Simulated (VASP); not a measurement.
All values below come from r2SCAN meta-GGA, VASP's PBE PAW potentials (set 64) (plane waves; VASP).

The input files of a VASP run:

### KPOINTS
```
Automatic mesh
0
Gamma
13 13 13
0 0 0
```

**INCAR**
```
SYSTEM=Mg
PREC=Accurate; ENCUT=400; LREAL=.FALSE.
LASPH=.TRUE.
EDIFF=1E-6; NELM=100; ALGO=Normal
LMIXTAU=.TRUE.
ISMEAR=1; SIGMA=0.1
METAGGA=R2SCAN
IBRION=2; NSW=60; ISIF=3
EDIFFG=-0.01
LWAVE=.FALSE.; LCHARG=.FALSE.
```

### POSCAR
```
Mg
1.0
 -1.7982380000   1.7982380000   1.7982380000
  1.7982380000  -1.7982380000   1.7982380000
  1.7982380000   1.7982380000  -1.7982380000
Mg
1
Cartesian
  0.0000000000   0.0000000000   0.0000000000
```

POTCAR, in this order: Mg (PBE.64 set). Program: vasp_std.

Energy and stress use the plane-wave basis of the starting cell.

### Question
What does the run give for the energy per atom (σ→0), volume per atom, band gap (on the k-mesh)?

### Answer

* **energy per atom (σ→0)**: -4.113 eV/atom
* **band gap (on the k-mesh)**: none (metal, semimetal or under 0.01 eV)
* **volume per atom**: 22.38 Å³/atom

File OSZICAR:
```
...
   2 F= -.41129494E+01 E0= -.41127000E+01  d E =-.361773E-02
       N       E                     dE             d eps       ncg     rms          rms(c)
DAV:   1    -0.411314956085E+01   -0.20048E-03   -0.12260E-03  1010   0.206E-01    0.109E-02
DAV:   2    -0.411316741984E+01   -0.17859E-04   -0.31355E-05  1090   0.360E-02    0.849E-03
DAV:   3    -0.411328581529E+01   -0.11840E-03   -0.80101E-05   850   0.477E-02    0.848E-03
DAV:   4    -0.411316398247E+01    0.12183E-03   -0.64346E-05   860   0.415E-02    0.477E-04
DAV:   5    -0.411316329257E+01    0.68990E-06   -0.73868E-07   830   0.600E-03
   3 F= -.41131633E+01 E0= -.41129222E+01  d E =-.383160E-02
```

The structure was generated: Mg was put into the bcc type (Im-3m), which need not be its known phase. This run relaxes it. Symmetry was kept, so distortions that lower it aren't found.
